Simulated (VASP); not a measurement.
Here is a VASP 6.6.1 calculation.

Contents of INCAR:

```
SYSTEM = SrBr3
  PREC = Accurate
  ENCUT = 520
  EDIFF = 1E-6
  ISMEAR = 0
  SIGMA = 0.02
  LREAL = .FALSE.
  LASPH = .TRUE.
  NELM = 60
  ALGO = Normal
  ISIF = 2
  LWAVE = .FALSE.
  LCHARG = .TRUE.
  GGA = RP
  LELF = .TRUE.
  LVHAR = .TRUE.
```

KPOINTS

```
Automatic mesh
0
G
  5 5 5
  0 0 0
```

POSCAR

```
SrBr3
1.0
    6.7640622058      0.0000000000      0.0000000000
   -3.3820311029      5.8578497030      0.0000000000
    0.0000000000      0.0000000000      6.0242580000
Sr Br
2 6
Direct
    0.3333333333      0.6666666667      0.7500000000
    0.6666666667      0.3333333333      0.2500000000
    0.1726970050      0.3453940100      0.2500000000
    0.1726970050      0.8273029950      0.2500000000
    0.6546059900      0.8273029950      0.2500000000
    0.8273029950      0.6546059900      0.7500000000
    0.8273029950      0.1726970050      0.7500000000
    0.3453940100      0.1726970050      0.7500000000
```

Potentials or basis: VASP PAW PBE potentials, release 54 (Sr_sv, Br).

Command:

```bash
$ cat potpaw_PBE.54/Sr_sv/POTCAR potpaw_PBE.54/Br/POTCAR > POTCAR
$ mpirun -np 1 vasp_std > vasp.out
```

(1) Predict the band gap on the k mesh.

(2) Predict the pressure.

(3) Estimate the largest force.

Results:

(1) none (metal or under the smearing width).

(2) 1.6 GPa.

(3) 0.051 eV/Å.

Caveat: the PAW data sets were made with another functional, which shifts forces and pressure a little.
